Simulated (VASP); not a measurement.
# Te4Pt3 with PBEsol: from relaxation to properties, part 2 of 6

What structure and properties does PBEsol give Te4Pt3, and how near are they to the measured ones? The start is a cell from a database of measured crystal structures.

VASP 6.6.1, plane waves and PAW; the level of theory is named at each step.

So far. Step 2 (Full relaxation (PBEsol)): It ends with a largest force of 0.010 eV/Å and a pressure of -0.01 GPa. The volume lies -0.6 % from that of the database's start, which holds the thermal and zero-point expansion of its experiment. The relaxed cell has a = 3.998, c = 35.015 Å (conventional setting).

## 3. Single point with fields (PBEsol)

Level of this step: PBEsol; plane waves and PAW (Te, Pt) (VASP).

A single point on the relaxed cell gives a clean self-consistent state, with density, ELF and potential written out.

The input, INCAR:

```
SYSTEM = Te4Pt3
PREC = Accurate
ENCUT = 400
EDIFF = 1E-06
NELM = 100
ISMEAR = 0
SIGMA = 0.05
LREAL = .FALSE.
ALGO = Normal
GGA = PS
NBANDS = 34
LASPH = .TRUE.
LORBIT = 11
LWAVE = .FALSE.
LCHARG = .TRUE.
ISIF = 2
LELF = .TRUE.
LVHAR = .TRUE.
```

The input, POSCAR:

```
Te4Pt3
1.0
    3.9982418325      0.0000000000      0.0000000000
   -1.9991209162     -3.4625789974      0.0000000000
    0.0000000000      2.3083859982    -11.6717272439
Te Pt
4 3
Direct
    0.5549177632      0.1098355263      0.6647532895
    0.4450822368      0.8901644737      0.3352467105
    0.7056606788      0.4113213575      0.1169820363
    0.2943393212      0.5886786425      0.8830179637
    0.0000000000      0.0000000000      0.0000000000
    0.8536784551      0.7073569102      0.5610353653
    0.1463215449      0.2926430898      0.4389646347
```

The input, KPOINTS:

```
Automatic mesh
0
Gamma
7 7 7
0 0 0
```

The projector-augmented-wave data sets are Te and Pt (PBE family, release 64).

Run with:

```console
$ mpirun -np 4 vasp_std
```

What it wrote:

```text
[banner, memory and clock lines left out]
running    4 mpi-ranks, on    1 nodes
 distrk:  each k-point on    4 cores,    1 groups
 distr:  one band on    1 cores,    4 groups

 POSCAR found type information on POSCAR TePt
 POSCAR found :  2 types and       7 ions
 [... a notice as in an earlier step ...]

 LDA part: xc-table for (Slater+PW92), standard interpolation
|                                                                             |
|           W    W    AA    RRRRR   N    N  II  N    N   GGGG   !!!           |
|           W    W   A  A   R    R  NN   N  II  NN   N  G    G  !!!           |
|           W    W  A    A  R    R  N N  N  II  N N  N  G       !!!           |
|           W WW W  AAAAAA  RRRRR   N  N N  II  N  N N  G  GGG   !            |
|           WW  WW  A    A  R   R   N   NN  II  N   NN  G    G                |
|           W    W  A    A  R    R  N    N  II  N    N   GGGG   !!!           |
|                                                                             |
|     The number of bands has been changed from the values supplied in        |
|     The orbitals not found in the WAVECAR file will be initialized with     |
|     random numbers, which is usually adequate. For correlated               |
|     calculations, however, you should redo the groundstate calculation.     |
|     I found NBANDS = 34. Now, NBANDS = 36.                                  |
|                                                                             |

 POSCAR, INCAR and KPOINTS ok, starting setup
 FFT: planning ... GRIDC
 FFT: planning ... GRID_SOFT
 FFT: planning ... GRID
 WAVECAR not read
 entering main loop
       N       E                     dE             d eps       ncg     rms          rms(c)
DAV:   1     0.248818362341E+03    0.24882E+03   -0.19933E+04  3192   0.106E+03
DAV:   2    -0.244853383286E+02   -0.27330E+03   -0.26244E+03  3796   0.220E+02
DAV:   3    -0.387334356162E+02   -0.14248E+02   -0.13985E+02  3848   0.488E+01
DAV:   4    -0.389666767696E+02   -0.23324E+00   -0.23269E+00  3760   0.691E+00
DAV:   5    -0.389713917217E+02   -0.47150E-02   -0.47144E-02  3696   0.996E-01    0.214E+01
DAV:   6    -0.380232362634E+02    0.94816E+00   -0.45510E+00  3428   0.141E+01    0.133E+01
DAV:   7    -0.378664702494E+02    0.15677E+00   -0.15774E+00  3288   0.937E+00    0.425E+00
DAV:   8    -0.377216155639E+02    0.14485E+00   -0.41040E-01  3460   0.477E+00    0.141E+00
DAV:   9    -0.377187145712E+02    0.29010E-02   -0.64226E-02  3408   0.140E+00    0.710E-01
DAV:  10    -0.377182379224E+02    0.47665E-03   -0.58278E-03  3492   0.430E-01    0.243E-01
DAV:  11    -0.377179358203E+02    0.30210E-03   -0.16096E-03  3668   0.271E-01    0.118E-01
DAV:  12    -0.377178947470E+02    0.41073E-04   -0.35103E-04  3684   0.123E-01    0.360E-02
DAV:  13    -0.377178948855E+02   -0.13852E-06   -0.34886E-05  3420   0.336E-02    0.220E-02
DAV:  14    -0.377178943322E+02    0.55335E-06   -0.46285E-06  3392   0.112E-02
   1 F= -.37717894E+02 E0= -.37717179E+02  d E =-.143017E-02
```

Wall time 23 s (4 MPI ranks of Intel Xeon 6975P-C (Granite Rapids), shared host); peak memory 0.73 GiB; 89 s of CPU time.

Parts of OUTCAR (step 3):

```text
  LATTYP: Found a trigonal (rhomboedric) cell.
 ALAT       =    11.8978091585
 COS(alpha) =     0.9435356771

The static configuration has the point symmetry D_3d.

 Found     44 irreducible k-points:

   k-points           NKPTS =     44   k-points in BZ     NKDIM =     44   number of bands    NBANDS=     36

   ENCUT  =  400.0 eV  29.40 Ry    5.42 a.u.   6.52  6.52 19.40*2*pi/ulx,y,z

   NELECT =      54.0000    total number of electrons

 E-fermi :   8.5445

 k-point     1 :       0.0000    0.0000    0.0000
  band No.  band energies     occupation
    ...
     20       6.6270      2.00000
     21       6.7415      2.00000
     22       6.8487      2.00000
     23       7.9258      2.00000
     24       7.9258      2.00000
     25       9.1412      0.00000
     26       9.1412      0.00000
     27       9.8140      0.00000
     28      10.5580      0.00000
     29      10.5580      0.00000
    ...

 k-point     2 :       0.1429   -0.0000    0.0000
  band No.  band energies     occupation
    ...
     21       6.8388      2.00000
     22       7.0418      2.00000
     23       7.6629      2.00000
     24       7.8318      2.00000
     25       7.9464      2.00000
     26       8.7859      0.00000
     27       9.1566      0.00000
     28       9.7029      0.00000
     29      10.0945      0.00000
     30      10.4929      0.00000
    ...

  Total       -0.0011045     -0.0011045     -0.0002378      0.0000000     -0.0000000      0.0000000
  in kB       -0.0109514     -0.0109514     -0.0023578      0.0000000     -0.0000000      0.0000000
  external PRESSURE =      -0.0080869 kB  Pullay stress =       0.0000000 kB

  energy-cutoff  :      400.00
  volume of cell :      161.59
      direct lattice vectors                 reciprocal lattice vectors
     3.998241833  0.000000000  0.000000000     0.250109934 -0.144401038 -0.028559041
    -1.999120916 -3.462578997  0.000000000     0.000000000 -0.288802075 -0.057118081
     0.000000000  2.308385998-11.671727244     0.000000000  0.000000000 -0.085677122

 POSITION                                       TOTAL-FORCE (eV/Angst)
 -----------------------------------------------------------------------------------
      1.99912      1.15419     -7.75882         0.000000     -0.000000     -0.001521
     -0.00000     -2.30839     -3.91291        -0.000000      0.000000      0.001521
      1.99912     -1.15419     -1.36538        -0.000000      0.000000      0.003300
     -0.00000     -0.00000    -10.30634         0.000000     -0.000000     -0.003300
      0.00000      0.00000      0.00000         0.000000      0.000000      0.000000
      1.99912     -1.15419     -6.54825        -0.000000      0.000000      0.010102
      0.00000     -0.00000     -5.12348         0.000000     -0.000000     -0.010102
 -----------------------------------------------------------------------------------
    total drift:                                0.000000      0.000000     -0.000000

  FREE ENERGIE OF THE ION-ELECTRON SYSTEM (eV)
  ---------------------------------------------------
  free  energy   TOTEN  =       -37.7178943322 eV

  energy  without entropy=      -37.7164641626  energy(sigma->0) =      -37.71717925

 total charge
# of ion       s       p       d       tot
------------------------------------------
    1        1.395   1.842   0.091   3.328
    2        1.395   1.842   0.091   3.328
    3        1.394   1.860   0.074   3.327
    4        1.394   1.860   0.074   3.327
    5        0.680   0.654   8.093   9.427
    6        0.678   0.586   8.135   9.400
    7        0.678   0.586   8.135   9.400
--------------------------------------------------
tot          7.613   9.230  24.692  41.536

[... 2 parts as in an earlier step ...]

[... 7 further parts left out ...]
```

This step gave:

```yaml
scf_cycles: 14
bands: 36
fermi_energy: 8.544 eV
pressure: -8.09e-4 GPa
```

Valence electrons inside each PAW sphere by angular momentum. Sphere charges, by row:

```
atom  s (e)  p (e)  d (e)  tot (e)
 Te1  1.395  1.842  0.091    3.328
 Te2  1.395  1.842  0.091    3.328
 Te3  1.394   1.86  0.074    3.327
 Te4  1.394   1.86  0.074    3.327
 Pt5   0.68  0.654  8.093    9.427
 Pt6  0.678  0.586  8.135      9.4
 Pt7  0.678  0.586  8.135      9.4
```

Valence density in the ac plane of the conventional cell at fractional y = 0.000, with atoms of Te and Pt within 0.2 Å of it. It is the smooth field of the valence electrons, not physical close to the nuclei.

Values in e/Å³, 24 rows by 14 columns, each cell a mean:
```
1.5 1.2 0.8 0.5 0.3 0.3 0.2 0.2 0.2 0.3 0.4 0.6 1.0 1.4
0.0 0.0 0.1 0.1 0.1 0.2 0.2 0.2 0.2 0.1 0.1 0.1 0.1 0.0
0.4 0.4 0.3 0.2 0.2 0.2 0.3 0.3 0.2 0.2 0.2 0.2 0.3 0.4
2.8 2.2 1.4 0.7 0.4 0.2 0.2 0.2 0.2 0.3 0.5 1.0 1.8 2.5
0.3 0.3 0.2 0.2 0.3 0.3 0.4 0.4 0.4 0.3 0.2 0.2 0.2 0.3
0.1 0.1 0.1 0.1 0.2 0.2 0.3 0.3 0.3 0.2 0.1 0.1 0.1 0.1
0.2 0.3 0.4 0.3 0.2 0.1 0.1 0.1 0.1 0.1 0.2 0.4 0.4 0.3
0.2 0.3 0.4 0.4 0.3 0.3 0.3 0.3 0.3 0.3 0.3 0.4 0.4 0.2
0.1 0.1 0.1 0.1 0.2 0.3 0.4 0.4 0.4 0.3 0.2 0.1 0.1 0.1
0.2 0.2 0.1 0.1 0.1 0.1 0.2 0.2 0.2 0.1 0.1 0.1 0.1 0.2
0.1 0.3 0.5 0.4 0.3 0.2 0.1 0.1 0.1 0.2 0.3 0.5 0.4 0.2
0.2 0.3 0.3 0.3 0.3 0.3 0.4 0.4 0.3 0.3 0.3 0.3 0.3 0.3
0.3 0.3 0.3 0.3 0.3 0.3 0.3 0.4 0.3 0.3 0.3 0.3 0.3 0.3
0.1 0.3 0.4 0.4 0.3 0.2 0.1 0.1 0.1 0.2 0.3 0.4 0.4 0.2
0.1 0.1 0.1 0.1 0.1 0.2 0.2 0.2 0.2 0.2 0.1 0.1 0.1 0.1
0.1 0.1 0.1 0.2 0.2 0.3 0.4 0.5 0.4 0.3 0.2 0.1 0.1 0.1
0.1 0.3 0.4 0.4 0.3 0.2 0.2 0.2 0.2 0.3 0.4 0.4 0.4 0.2
0.3 0.3 0.3 0.3 0.2 0.1 0.1 0.1 0.1 0.1 0.2 0.3 0.3 0.3
0.0 0.1 0.1 0.1 0.2 0.3 0.3 0.4 0.3 0.2 0.2 0.1 0.1 0.1
0.5 0.4 0.3 0.2 0.3 0.3 0.4 0.4 0.4 0.3 0.2 0.3 0.3 0.4
2.7 2.2 1.4 0.7 0.4 0.2 0.2 0.2 0.2 0.3 0.5 1.0 1.7 2.5
0.3 0.2 0.2 0.2 0.2 0.2 0.2 0.2 0.2 0.2 0.2 0.2 0.2 0.3
0.1 0.1 0.1 0.1 0.1 0.2 0.2 0.2 0.2 0.2 0.1 0.1 0.1 0.1
1.9 1.5 1.0 0.6 0.3 0.3 0.2 0.2 0.2 0.3 0.4 0.7 1.2 1.7
```
Columns run along a (4.0 Å), rows up along c (35.0 Å), edges of the conventional cell, whose origin can differ from the input's. Atoms in or near the plane, at fractional coordinates: Te at (0.00, 0.45), Te at (0.00, 0.55), Te at (0.00, 0.29), Te at (0.00, 0.71), Pt at (0.00, 0.00), Pt at (0.00, 0.15), Pt at (0.00, 0.85).

Electrostatic potential energy in the ac plane of the conventional cell at fractional y = 0.000, with atoms of Te and Pt within 0.2 Å of it. With pseudopotentials it is smooth inside the atoms' cores, unlike the true potential.

Ten even steps from '_' (-73 eV) to '@' (4 eV), each cell a mean:
```
++++##%%@@@@@@@@@@@@@@%%**++
@@@@@@@@@@@@@@@@@@@@@@@@@@@@
%%@@@@@@@@@@@@@@@@@@@@@@@@%%
..::==##@@@@@@@@@@@@%%**--..
@@@@@@@@@@@@@@@@@@@@@@@@@@@@
@@@@@@@@@@@@@@@@@@@@@@@@@@@@
--==++%%@@@@@@@@@@@@@@##==--
----++%%@@@@@@@@@@@@%%##==--
@@@@@@@@@@@@@@%%@@@@@@@@@@@@
@@@@@@@@@@@@@@@@@@@@@@@@@@@@
____::##@@@@@@@@@@@@%%++..__
####%%@@@@@@@@@@@@@@@@@@%%##
****##@@@@@@@@@@@@@@@@%%##**
__..--##@@@@@@@@@@@@%%++::..
@@@@@@@@@@@@@@@@@@@@@@@@@@@@
@@@@@@@@@@@@@@@@@@@@@@@@@@@@
::::==##@@@@@@@@@@@@%%**--::
==++**%%@@@@@@@@@@@@@@##**++
@@@@@@@@@@@@@@@@@@@@@@@@@@@@
%%%%@@@@@@@@@@@@@@@@@@@@@@%%
..::==##@@@@@@@@@@@@%%**--..
@@@@@@@@@@@@@@@@@@@@@@@@@@@@
@@@@@@@@@@@@@@@@@@@@@@@@@@@@
====**%%@@@@@@@@@@@@@@##++==
```
Columns run along a (4.0 Å; values clipped at the 3rd and 97th percentile), rows up along c (35.0 Å), edges of the conventional cell, whose origin can differ from the input's. Atoms in or near the plane, at fractional coordinates: Te at (0.00, 0.45), Te at (0.00, 0.55), Te at (0.00, 0.29), Te at (0.00, 0.71), Pt at (0.00, 0.00), Pt at (0.00, 0.15), Pt at (0.00, 0.85).

ELF in the ac plane of the conventional cell at fractional y = 0.000, with atoms of Te and Pt within 0.2 Å of it. It is the smooth field of the valence electrons, not physical close to the nuclei.

Ten even steps from '_' (0.07) to '@' (0.82), each cell a mean:
```
::::::--==++++++++++==--::::
______..::==++++==--::______
::::::--==**####**++==::::::
____::------::::::------..__
......::----======--::::....
______::==**####**++--..____
@@@@@@##++::..__..--**%%@@@@
**######++----::--==**######
______::==++**##**++--..____
++==------====++==------====
%%@@@@@@**--....::++%%@@@@@@
========--------------======
++++++++------------==++++++
@@@@@@@@**--....::==##@@@@@@
----::::--==++**++==--::::--
____..::==++****++==--..____
##%%%%%%**==::::--==##%%%%##
@@@@%%##==::......--++##%%@@
______::==**######++--..____
....::::------------::::....
____::------------------..__
::::::::==++******++--::::::
______..--==++**++==::..____
....::--==============--::..
```
Columns run along a (4.0 Å), rows up along c (35.0 Å), edges of the conventional cell, whose origin can differ from the input's. Atoms in or near the plane, at fractional coordinates: Te at (0.00, 0.45), Te at (0.00, 0.55), Te at (0.00, 0.29), Te at (0.00, 0.71), Pt at (0.00, 0.00), Pt at (0.00, 0.15), Pt at (0.00, 0.85).

In this run the pressure is 0.00 GPa, small enough to go on.

(Part 2 of 6 ends here.)

[Lines on the potential files, build, host, timing and source positions are cut from VASP's logs without a mark.]

[Logs are printed without paths, hosts, clocks, repeated set-up lines and the standing remarks that a program may print on its own settings, such as how far it seeks lower states.]

[Hosts, paths, dates, database ids (printed as entryN), source tags and the programs' standing remarks are cut or masked in the printed files.]

[A measured line is paired with the nearest computed mode of its activity, which favours agreement.]
